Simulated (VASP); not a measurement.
Computed with modified Becke-Johnson potential (mBJ), VASP's PBE PAW potentials (set 64) (plane waves; VASP).

VASP input:

### INCAR
```
# general
SYSTEM   =  KBr
PREC     =  Accurate
ENCUT    =  400
LREAL    =  .FALSE.
LASPH    =  .TRUE.

# electronic loop
EDIFF    =  1E-6
NELM     =  200
ALGO     =  Normal
LMAXMIX  =  4
LMIXTAU  =  .TRUE.

# smearing
ISMEAR   =  0
SIGMA    =  0.05

# functional
METAGGA  =  MBJ

# ions
ISIF     =  0

# output
LWAVE    =  .FALSE.
LCHARG   =  .FALSE.
```

File KPOINTS_OPT:
```
k-points along high-symmetry lines
11
Line-mode
Reciprocal
  0.000000   0.000000   0.000000 ! GAMMA
  0.500000   0.000000   0.500000 ! X

  0.500000   0.000000   0.500000 ! X
  0.625000   0.250000   0.625000 ! U

  0.375000   0.375000   0.750000 ! K
  0.000000   0.000000   0.000000 ! GAMMA

  0.000000   0.000000   0.000000 ! GAMMA
  0.500000   0.500000   0.500000 ! L

  0.500000   0.500000   0.500000 ! L
  0.500000   0.250000   0.750000 ! W

  0.500000   0.250000   0.750000 ! W
  0.500000   0.000000   0.500000 ! X
```

**POSCAR**
```
KBr
1
    0.0000000000     3.3524783287     3.3524783287
    3.3524783287     0.0000000000     3.3524783287
    3.3524783287     3.3524783287     0.0000000000
K Br
1 1
Direct
  0.0000000000   0.0000000000   0.0000000000
  0.5000000000   0.5000000000   0.5000000000
```

KPOINTS:
```
Automatic mesh
0
Gamma
6 6 6
0 0 0
```

POTCAR, in this order: K_sv Br (PBE.64 set). Program: vasp_std. Read from the step before: WAVECAR.

What VASP printed:

### OUTCAR
```
 ion  position               nearest neighbor table
   1  0.000  0.000  0.000-
   2  0.500  0.500  0.500-
  LATTYP: Found a face centered cubic cell.
 ALAT       =     6.7049566574
 Subroutine PRICEL returns:
 Original cell was already a primitive cell.
 Subroutine GETGRP returns: Found 48 space group operations
The static configuration has the point symmetry O_h .
The dynamic configuration has the point symmetry O_h .
 Subroutine INISYM returns: Found 48 space group operations
 Subroutine IBZKPT returns following result:
 Found     16 irreducible k-points:

 Following reciprocal coordinates:
            Coordinates               Weight
  0.000000  0.000000  0.000000      1.000000
  0.166667  0.000000  0.000000      8.000000
  0.333333  0.000000  0.000000      8.000000
  0.500000  0.000000  0.000000      4.000000
  0.166667  0.166667  0.000000      6.000000
  0.333333  0.166667  0.000000     24.000000
  0.500000  0.166667  0.000000     24.000000
 -0.333333  0.166667  0.000000     24.000000
 -0.166667  0.166667  0.000000     12.000000
  0.333333  0.333333  0.000000      6.000000
  0.500000  0.333333  0.000000     24.000000
 -0.333333  0.333333  0.000000     12.000000
  0.500000  0.500000  0.000000      3.000000
  0.500000  0.333333  0.166667     24.000000
 -0.333333  0.333333  0.166667     24.000000
 -0.333333  0.500000  0.166667     12.000000
   k-points           NKPTS =     16   k-points in BZ     NKDIM =     16   number of bands    NBANDS=     12
   number of dos      NEDOS =    301   number of ions     NIONS =      2
   total plane-waves  NPLWV =  32768
   dimension x,y,z NGX =    32 NGY =   32 NGZ =   32
   dimension x,y,z NGXF=    64 NGYF=   64 NGZF=   64
   ions per type =               1   1
   PREC   = accura    normal or accurate (medium, high low for compatibility)
   ISTART =      1    job   : 0-new  1-cont  2-samecut
   ICHARG =      0    charge: 1-file 2-atom 10-const
   ISPIN  =      1    spin polarized calculation?
   LNONCOLLINEAR =      F non collinear calculations
   LSORBIT =      F    spin-orbit coupling
   INIWAV =      1    electr: 0-lowe 1-rand  2-diag
   ENCUT  =  400.0 eV  29.40 Ry    5.42 a.u.   7.73  7.73  7.73*2*pi/ulx,y,z
   NELM   =    200;   NELMIN=  2; NELMDL=  0     # of ELM steps
   EDIFF  = 0.1E-05   stopping-criterion for ELM
   LREAL  =      F    real-space projection
   NLSPLINE    = F    spline interpolate recip. space projectors
   LMAXMIX     =    4 max onsite mixed and CHGCAR
   VOSKOWN=      0    Vosko Wilk Nusair interpolation
   EDIFFG = 0.1E-04   stopping-criterion for IOM
   NSW    =      0    number of steps for IOM
   NBLOCK =      1;   KBLOCK =      1    inner block; outer block
   IBRION =     -1    ionic relax: 0-MD 1-quasi-New 2-CG
   NFREE  =      0    steps in history (QN), initial steepest desc. (CG)
   ISIF   =      0    stress and relaxation
   ISYM   =      2    0-nonsym 1-usesym 2-fastsym
   TEIN   =    0.0    initial temperature
   TEBEG  =    0.0;   TEEND  =   0.0 temperature during run
   SMASS  =  -3.00    Nose mass-parameter (am)
   PSTRESS=    0.0 pullay stress
   NELECT =      16.0000    total number of electrons
   EFERMI =   0.00;   METHOD = LEGACY
   ISMEAR =     0;   SIGMA  =   0.05  broadening in eV -4-tet -1-fermi 0-gaus
   IALGO  =     38    algorithm
   LDIAG  =      T    sub-space diagonalisation (order eigenvalues)
   IMIX   =      4    mixing-type and parameters
     AMIX     =   0.40;   BMIX     =  1.00
     AMIX_MAG =   1.60;   BMIX_MAG =  1.00
     AMIN     =   0.10
   METAGGA = MBJ    functional components
   VOSKOWN =     0    Vosko Wilk Nusair interpolation
   LHFCALC =     F    Hartree Fock is set to
...
```

File OSZICAR:
```
...
DAV: 117     0.278851992721E+03    0.99928E+03   -0.19278E+03   708   0.259E+03    0.866E+01
DAV: 118     0.192863835855E+03   -0.85988E+02   -0.52155E+02   556   0.207E+02    0.684E+01
DAV: 119     0.191130678469E+03   -0.17332E+01   -0.55766E+01   540   0.708E+01    0.292E+01
DAV: 120     0.196021462851E+03    0.48908E+01   -0.21913E+01   464   0.555E+01    0.268E+01
DAV: 121     0.196755745809E+03    0.73428E+00   -0.93311E+00   576   0.414E+01    0.473E+01
DAV: 122     0.195569472116E+03   -0.11863E+01   -0.43850E+00   412   0.281E+01    0.778E+01
DAV: 123     0.194935016901E+03   -0.63446E+00   -0.22547E+00   576   0.255E+01    0.864E+01
DAV: 124     0.194648236329E+03   -0.28678E+00   -0.61829E-01   392   0.122E+01    0.917E+01
DAV: 125     0.194409329660E+03   -0.23891E+00   -0.91981E-01   436   0.152E+01    0.944E+01
DAV: 126     0.194611344350E+03    0.20201E+00   -0.18605E+00   384   0.263E+01    0.918E+01
DAV: 127     0.194284215800E+03   -0.32713E+00   -0.18039E+00   516   0.232E+01    0.841E+01
DAV: 128     0.194402670897E+03    0.11846E+00   -0.98215E-01   384   0.201E+01    0.833E+01
DAV: 129     0.195015997533E+03    0.61333E+00   -0.50032E+00   480   0.335E+01    0.435E+01
DAV: 130     0.195631974432E+03    0.61598E+00   -0.58618E+00   576   0.426E+01    0.121E+01
DAV: 131     0.195913840959E+03    0.28187E+00   -0.58061E+00   560   0.453E+01    0.212E+01
DAV: 132     0.196203910641E+03    0.29007E+00   -0.21017E+00   548   0.210E+01    0.164E+01
DAV: 133     0.199092904243E+03    0.28890E+01   -0.12257E+01   464   0.522E+01    0.448E+01
DAV: 134     0.200291611010E+03    0.11987E+01   -0.56987E+00   580   0.359E+01    0.104E+01
DAV: 135     0.201702345829E+03    0.14107E+01   -0.20230E+00   464   0.223E+01    0.993E+00
DAV: 136     0.202824411303E+03    0.11221E+01   -0.15525E+01   512   0.826E+01    0.419E+01
DAV: 137     0.201873206696E+03   -0.95120E+00   -0.17794E+01   544   0.688E+01    0.807E+01
DAV: 138     0.204893305917E+03    0.30201E+01   -0.11677E+01   568   0.732E+01    0.412E+01
DAV: 139     0.204024523405E+03   -0.86878E+00   -0.53836E+01   384   0.299E+02    0.700E+01
DAV: 140     0.196486713974E+03   -0.75378E+01   -0.38546E+01   388   0.909E+01    0.147E+02
DAV: 141     0.184238477032E+03   -0.12248E+02   -0.60114E+01   640   0.314E+02    0.954E+01
DAV: 142     0.209865089507E+03    0.25627E+02   -0.18364E+02   440   0.156E+02    0.614E+01
DAV: 143     0.200716986152E+03   -0.91481E+01   -0.10998E+02   384   0.135E+02    0.218E+02
DAV: 144     0.206150982554E+03    0.54340E+01   -0.87152E+01   588   0.176E+02    0.328E+01
DAV: 145     0.189135282333E+03   -0.17016E+02   -0.13882E+02   496   0.124E+02    0.720E+01
DAV: 146     0.198381942103E+03    0.92467E+01   -0.70192E+01   408   0.899E+01    0.119E+02
DAV: 147     0.137057747468E+03   -0.61324E+02   -0.29086E+02   580   0.199E+02    0.151E+01
DAV: 148     0.202279581125E+03    0.65222E+02   -0.23734E+02   384   0.173E+02    0.668E+01
DAV: 149     0.200334004589E+03   -0.19456E+01   -0.97374E+01   552   0.103E+02    0.877E+01
DAV: 150     0.201169776509E+03    0.83577E+00   -0.84110E+01   408   0.106E+02    0.133E+01
DAV: 151     0.197616556324E+03   -0.35532E+01   -0.11273E+01   432   0.342E+01    0.302E+01
DAV: 152     0.196534317585E+03   -0.10822E+01   -0.12239E+00   532   0.163E+01    0.267E+01
DAV: 153     0.194174121256E+03   -0.23602E+01   -0.29974E+00   396   0.300E+01    0.633E+01
DAV: 154     0.196100468111E+03    0.19263E+01   -0.51971E+00   444   0.313E+01    0.115E+01
DAV: 155     0.106768018030E+03   -0.89332E+02   -0.65542E+02   488   0.348E+02    0.610E+01
DAV: 156     0.196256657867E+03    0.89489E+02   -0.41483E+02   396   0.197E+02    0.928E+01
DAV: 157     0.198711911011E+03    0.24553E+01   -0.45281E+01   556   0.621E+01    0.580E+01
DAV: 158     0.188501122074E+03   -0.10211E+02   -0.90532E+01   384   0.118E+02    0.183E+02
DAV: 159     0.196904351124E+03    0.84032E+01   -0.65239E+01   456   0.902E+01    0.601E+01
DAV: 160     0.196699960185E+03   -0.20439E+00   -0.71838E+00   496   0.343E+01    0.175E+01
DAV: 161     0.196580644335E+03   -0.11932E+00   -0.13048E+00   576   0.196E+01    0.284E+01
DAV: 162     0.194602575256E+03   -0.19781E+01   -0.69265E+00   608   0.527E+01    0.701E+01
DAV: 163     0.194602166180E+03   -0.40908E-03   -0.10000E+00   392   0.153E+01    0.581E+01
DAV: 164     0.195201614063E+03    0.59945E+00   -0.12603E+00   384   0.204E+01    0.519E+01
DAV: 165     0.197054751422E+03    0.18531E+01   -0.40243E+00   436   0.436E+01    0.453E+01
DAV: 166     0.198110736866E+03    0.10560E+01   -0.48712E+00   524   0.411E+01    0.269E+01
DAV: 167     0.180240275608E+03   -0.17870E+02   -0.16591E+02   452   0.827E+01    0.258E+02
DAV: 168     0.184530320170E+03    0.42900E+01   -0.49293E+02   384   0.192E+02    0.260E+01
DAV: 169     0.140704445457E+03   -0.43826E+02   -0.33670E+02   512   0.225E+02    0.170E+01
DAV: 170     0.188093892457E+03    0.47389E+02   -0.20719E+02   616   0.442E+02    0.677E+00
DAV: 171     0.199586388982E+03    0.11492E+02   -0.47153E+01   424   0.794E+01    0.902E+00
DAV: 172    -0.197759257990E+02   -0.21936E+03   -0.16759E+03   632   0.613E+02    0.857E+01
DAV: 173     0.205612244533E+03    0.22539E+03   -0.10175E+03   512   0.319E+02    0.489E+01
DAV: 174     0.207259138150E+03    0.16469E+01   -0.83968E+01   640   0.268E+02    0.482E+01
DAV: 175     0.199278949928E+03   -0.79802E+01   -0.31129E+01   448   0.717E+01    0.514E+01
DAV: 176     0.198351766772E+03   -0.92718E+00   -0.15564E+01   448   0.459E+01    0.221E+01
DAV: 177     0.196978625589E+03   -0.13731E+01   -0.26852E+00   576   0.228E+01    0.324E+01
DAV: 178     0.197412653517E+03    0.43403E+00   -0.11258E+00   520   0.278E+01    0.402E+01
DAV: 179    -0.328378048034E+02   -0.23025E+03   -0.22333E+03   476   0.610E+02    0.111E+02
DAV: 180     0.197843205295E+03    0.23068E+03   -0.87662E+02   504   0.296E+02    0.338E+01
DAV: 181     0.189516132036E+03   -0.83271E+01   -0.70320E+01   476   0.169E+02    0.137E+02
DAV: 182     0.196184774952E+03    0.66686E+01   -0.67525E+01   384   0.790E+01    0.416E+01
DAV: 183     0.191190591326E+03   -0.49942E+01   -0.21730E+01   392   0.718E+01    0.933E+01
DAV: 184     0.196722509067E+03    0.55319E+01   -0.13505E+01   468   0.453E+01    0.106E+01
DAV: 185     0.195655560679E+03   -0.10669E+01   -0.48153E+00   440   0.390E+01    0.454E+01
DAV: 186     0.197498996330E+03    0.18434E+01   -0.41512E+00   384   0.282E+01    0.708E+00
DAV: 187     0.196605236249E+03   -0.89376E+00   -0.17361E+00   472   0.210E+01    0.242E+01
DAV: 188     0.196880630267E+03    0.27539E+00   -0.19709E+00   384   0.309E+01    0.158E+01
DAV: 189     0.196889319421E+03    0.86892E-02   -0.17517E+00   384   0.246E+01    0.154E+01
DAV: 190     0.196796515059E+03   -0.92804E-01   -0.18354E+00   384   0.439E+01    0.183E+01
DAV: 191     0.196763818352E+03   -0.32697E-01   -0.45149E-01   384   0.117E+01    0.186E+01
DAV: 192     0.196865229847E+03    0.10141E+00   -0.95565E-01   448   0.214E+01    0.138E+01
DAV: 193     0.196863225076E+03   -0.20048E-02   -0.49504E-01   520   0.171E+01    0.136E+01
DAV: 194     0.196686004885E+03   -0.17722E+00   -0.94895E-01   448   0.184E+01    0.124E+01
DAV: 195     0.196703032581E+03    0.17028E-01   -0.21133E-01   448   0.923E+00    0.129E+01
DAV: 196     0.197123822812E+03    0.42079E+00   -0.63267E-01   536   0.167E+01    0.736E+00
DAV: 197     0.187450390601E+03   -0.96734E+01   -0.37802E+01   392   0.986E+01    0.136E+02
DAV: 198     0.183123600959E+03   -0.43268E+01   -0.11501E+01   512   0.315E+01    0.150E+01
DAV: 199     0.187858961081E+03    0.47354E+01   -0.41921E+00   600   0.390E+01    0.137E+01
DAV: 200     0.161694663271E+03   -0.26164E+02   -0.81461E+01   652   0.125E+02
   1 F= 0.16169466E+03 E0= 0.16169466E+03  d E =-.620858E-18
       N       E                     dE             ncg
       N       E                     dE             ncg
       N       E                     dE             ncg
       N       E                     dE             ncg
       N       E                     dE             ncg
```

**OUTCAR**
```
------------------------ aborting loop EDIFF was not reached (unconverged)  ----------------------------
  volume of cell :       75.36
      direct lattice vectors                 reciprocal lattice vectors
     0.000000000  3.352478329  3.352478329    -0.149143395  0.149143395  0.149143395
     3.352478329  0.000000000  3.352478329     0.149143395 -0.149143395  0.149143395
     3.352478329  3.352478329  0.000000000     0.149143395  0.149143395 -0.149143395
  FREE ENERGIE OF THE ION-ELECTRON SYSTEM (eV)
  ---------------------------------------------------
  free  energy   TOTEN  =       161.6946632707 eV

  energy  without entropy=      161.6946632707  energy(sigma->0) =      161.69466327

     CMBJ =    1.0000

     CMBJA=   -0.0120

     CMBJB=    1.0230

     CMBJE=    0.5000

    CMBJ =    2.0000
```
(Selected blocks of OUTCAR.)

**stdout**
```
...
DAV: 192     0.196865229847E+03    0.10141E+00   -0.95565E-01   448   0.214E+01    0.138E+01
DAV: 193     0.196863225076E+03   -0.20048E-02   -0.49504E-01   520   0.171E+01    0.136E+01
DAV: 194     0.196686004885E+03   -0.17722E+00   -0.94895E-01   448   0.184E+01    0.124E+01
DAV: 195     0.196703032581E+03    0.17028E-01   -0.21133E-01   448   0.923E+00    0.129E+01
DAV: 196     0.197123822812E+03    0.42079E+00   -0.63267E-01   536   0.167E+01    0.736E+00
DAV: 197     0.187450390601E+03   -0.96734E+01   -0.37802E+01   392   0.986E+01    0.136E+02
DAV: 198     0.183123600959E+03   -0.43268E+01   -0.11501E+01   512   0.315E+01    0.150E+01
DAV: 199     0.187858961081E+03    0.47354E+01   -0.41921E+00   600   0.390E+01    0.137E+01
DAV: 200     0.161694663271E+03   -0.26164E+02   -0.81461E+01   652   0.125E+02

 -----------------------------------------------------------------------------
|                                                                             |
|           W    W    AA    RRRRR   N    N  II  N    N   GGGG   !!!           |
|           W    W   A  A   R    R  NN   N  II  NN   N  G    G  !!!           |
|           W    W  A    A  R    R  N N  N  II  N N  N  G       !!!           |
|           W WW W  AAAAAA  RRRRR   N  N N  II  N  N N  G  GGG   !            |
|           WW  WW  A    A  R   R   N   NN  II  N   NN  G    G                |
|           W    W  A    A  R    R  N    N  II  N    N   GGGG   !!!           |
|                                                                             |
|     The electronic self-consistency was not achieved in the given           |
|     number of steps (NELM). The forces and other quantities evaluated       |
|     might not be reliable so examine the results carefully. If you find     |
|     spurious results, we suggest increasing NELM, if you were close to      |
|     convergence or switching to a different ALGO or adjusting the           |
|     density mixing parameters otherwise.                                    |
|                                                                             |
 -----------------------------------------------------------------------------

   1 F= 0.16169466E+03 E0= 0.16169466E+03  d E =-.620858E-18
 Start KPOINTS_OPT (optional k-point list driver)
k-point batch [1-16\66]
       N       E                     dE             ncg
k-point batch [17-32\66]
       N       E                     dE             ncg
k-point batch [33-48\66]
       N       E                     dE             ncg
k-point batch [49-64\66]
       N       E                     dE             ncg
k-point batch [65-66\66]
       N       E                     dE             ncg
```

The run did not converge; its last values are not results.

mBJ is a potential without an energy functional, so only the levels count.

The structure comes from a computed database's KBr entry (Fm-3m); how it stands against other phases isn't given here. It was relaxed first, which changed the volume by +5 %. The cell's shape comes from a PBE relaxation.
